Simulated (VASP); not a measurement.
All values below come from r2SCAN meta-GGA, VASP's PBE PAW potentials (set 64) (plane waves; VASP).

Input for VASP

File POSCAR:
```
MoS2
1.0
  1.5895693775  -2.7532146433   0.0000000000
  1.5895693775   2.7532146433   0.0000000000
  0.0000000000   0.0000000000  12.7898217851
Mo S
2 4
Direct
  0.3333330000   0.6666670000   0.2500000000
  0.6666670000   0.3333330000   0.7500000000
  0.3333330000   0.6666670000   0.8717103036
  0.6666670000   0.3333330000   0.3717103036
  0.6666670000   0.3333330000   0.1282896964
  0.3333330000   0.6666670000   0.6282896964
```

**INCAR**
```
ALGO = Normal
EDIFF = 1E-6
EDIFFG = -0.02
ENCUT = 400
IBRION = 2
ISIF = 3
ISMEAR = 0
LASPH = T
LCHARG = F
LMAXMIX = 4
LMIXTAU = T
LREAL = F
LWAVE = F
METAGGA = R2SCAN
NELM = 100
NSW = 60
PREC = Accurate
SIGMA = 0.05
SYSTEM = MoS2
```

KPOINTS:
```
Automatic mesh
0
G
  7 7 2
```

POTCAR, in this order: Mo_sv S (PBE.64 set). Program: vasp_std.

Task: Predict the energy per atom (σ→0), volume per atom.

Result: 
```
Quantity                         Value
---------------------  ---------------
energy per atom (σ→0)  -15.013 eV/atom
volume per atom         18.68 Å^3/atom
```

**OSZICAR**
```
...
DAV:   3    -0.900805174756E+02    0.93453E-04   -0.51657E-04  1263   0.105E-01    0.395E-02
DAV:   4    -0.900804998104E+02    0.17665E-04   -0.10244E-04  1131   0.638E-02    0.216E-02
DAV:   5    -0.900805331628E+02   -0.33352E-04   -0.16112E-05  1252   0.293E-02    0.193E-02
DAV:   6    -0.900805596562E+02   -0.26493E-04   -0.13420E-05  1114   0.223E-02    0.767E-03
DAV:   7    -0.900805626525E+02   -0.29963E-05   -0.36848E-06   911   0.138E-02    0.186E-03
DAV:   8    -0.900805650214E+02   -0.23689E-05   -0.16496E-06   615   0.100E-02    0.167E-03
DAV:   9    -0.900805651276E+02   -0.10614E-06   -0.22364E-07   538   0.298E-03
   5 F= -.90080565E+02 E0= -.90080565E+02  d E =-.832129E-04
```

The compound is MoS2 in the 2H layered structure. This run relaxes it. Symmetry was kept, so distortions that lower it aren't found. The start is the result of an earlier pass.
